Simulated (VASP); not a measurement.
```xyz
3
Lattice="1.8780 -3.2528 0.0000 1.8780 3.2528 0.0000 0.0000 0.0000 4.8951" Properties=species:S:1:pos:R:3 pbc="T T T"
Pt     0.0000     0.0000     0.0000
Se     1.8780     1.0843     1.2719
Se     1.8780    -1.0843     3.6232
```

All values below come from PBEsol GGA, VASP's PBE PAW potentials (set 64) (plane waves; VASP). Run with 480 eV cut-off, 10×10×6 Γ-centred mesh, first-order Methfessel-Paxton smearing of 0.10 eV, potentials Pt Se.

Energy and stress use the plane-wave basis of the starting cell. Without a dispersion term in the relaxation, distances and binding between the weakly bound layers, chains or molecules are unreliable, and so is what depends on them.

Q: The ions, cell shape and volume at an external pressure of 5.0 GPa are relaxed. Give the cell that the relaxation ends in.

A: 
```xyz
3
Lattice="1.8684 -3.2361 0.0000 1.8684 3.2361 0.0000 0.0000 0.0000 4.5923" Properties=species:S:1:pos:R:3 pbc="T T T"
Pt     1.8684     3.2361     0.0000
Se     1.8684     1.0787     1.2569
Se     1.8684    -1.0787     3.3354
```
Space group P-3m1 (164), at a tolerance of 0.03 Å.

Q: How do energy and volume change from the first to the last step?

A: The energy (σ→0) changes by +17.9 meV/atom and the volume by -7.1 %, in 10 ionic steps.

The compound is PtSe2 in the 1T layered structure. This run relaxes it under an external pressure of 5 GPa. Symmetry was kept, so distortions that lower it aren't found.
